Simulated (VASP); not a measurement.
VASP runs on CeIr5 (space group P6/mmm) share one base input (PBEsol GGA, plane waves, VASP's PBE PAW potentials (set 64)) and change the settings named in each case.

INCAR:
```
# general
SYSTEM  = CeIr5
PREC    = Accurate
ENCUT   = 300
LREAL   = .FALSE.
LASPH   = .TRUE.   # aspherical one-centre terms

# electronic loop
EDIFF   = 1E-6
NELM    = 100
ALGO    = Normal
LMAXMIX = 6   # l cut-off of mixed one-centre charges

# smearing
ISMEAR  = -1   # Fermi-Dirac
SIGMA   = 0.1   # width (eV)

# functional
GGA     = PS

# spin
ISPIN   = 2
MAGMOM  = 0.0 0.0 0.0 0.0 0.0 1.0

# ions
ISIF    = 2   # forces and stress, cell fixed

# output
LWAVE   = .FALSE.
LCHARG  = .FALSE.
LORBIT  = 11
```

KPOINTS:
```
Automatic mesh
0
Gamma
5 5 5
0 0 0
```

**POSCAR**
```
CeIr5
1
    5.2820000000     0.0000000000     0.0000000000
   -2.6410000000     4.5743460000     0.0000000000
    0.0000000000     0.0000000000     4.3280000000
Ir Ce
5 1
Direct
  0.3333330000   0.6666670000   0.0000000000
  0.6666670000   0.3333330000   0.0000000000
  0.5000000000   0.0000000000   0.5000000000
  0.5000000000   0.5000000000   0.5000000000
  0.0000000000   0.5000000000   0.5000000000
  0.0000000000   0.0000000000   0.0000000000
```

POTCAR, in this order: Ir Ce (PBE.64 set). Program: vasp_std.

```json
[
 {"change": "base run", "E(σ→0) (eV/atom)": "-9.5738", "pressure (GPa)": "-5.20", "−TS (eV)": "-0.2420"},
 {"change": "GGA removed, POTCAR Ir Ce (LDA.64 set) (not converged)", "E(σ→0) (eV/atom)": "-10.0255", "pressure (GPa)": "21.16", "−TS (eV)": "-0.3489"},
 {"change": "GGA_COMPAT = .FALSE., ISPIN removed, LNONCOLLINEAR = .TRUE., LSORBIT = .TRUE., MAGMOM = 0.0 0.0 0.0 0.0 0.0 0.0 0.0 0.0 0.0 0.0 0.0 0.0 0.0 0.0 0.0 0.0 0.0 1.0, program vasp_ncl", "E(σ→0) (eV/atom)": "-9.9721", "pressure (GPa)": "[?]", "−TS (eV)": "[?]"},
 {"change": "KPOINTS 1×1×1 Γ-centred mesh", "E(σ→0) (eV/atom)": "-8.9128", "pressure (GPa)": "3.17", "−TS (eV)": "-0.2757"}
]
```

**Question.** Fill in the missing entries.

**Answer.** 
- GGA_COMPAT = .FALSE., ISPIN removed, LNONCOLLINEAR = .TRUE., LSORBIT = .TRUE., MAGMOM = 0.0 0.0 0.0 0.0 0.0 0.0 0.0 0.0 0.0 0.0 0.0 0.0 0.0 0.0 0.0 0.0 0.0 1.0, program vasp_ncl, pressure (GPa): -4.28
- GGA_COMPAT = .FALSE., ISPIN removed, LNONCOLLINEAR = .TRUE., LSORBIT = .TRUE., MAGMOM = 0.0 0.0 0.0 0.0 0.0 0.0 0.0 0.0 0.0 0.0 0.0 0.0 0.0 0.0 0.0 0.0 0.0 1.0, program vasp_ncl, −TS (eV): -0.2643

Energies of different potentials or functionals have different zeros.  Unless said otherwise, spin-orbit coupling is left out, though it shifts the bands of the heavy elements here. At 300 eV the pressure can carry a Pulay error.

Left out are runs that ran out of time, are held back, or changed the cell or the kind of run, fixed moments of cells without a moment, rows past the twelfth, gaps on odd meshes, pressures of charged cells and columns that move by less than the noise.

The structure comes from a measured CeIr5 entry of the Crystallography Open Database, whose conditions weren't checked. The cell was not relaxed at this level.
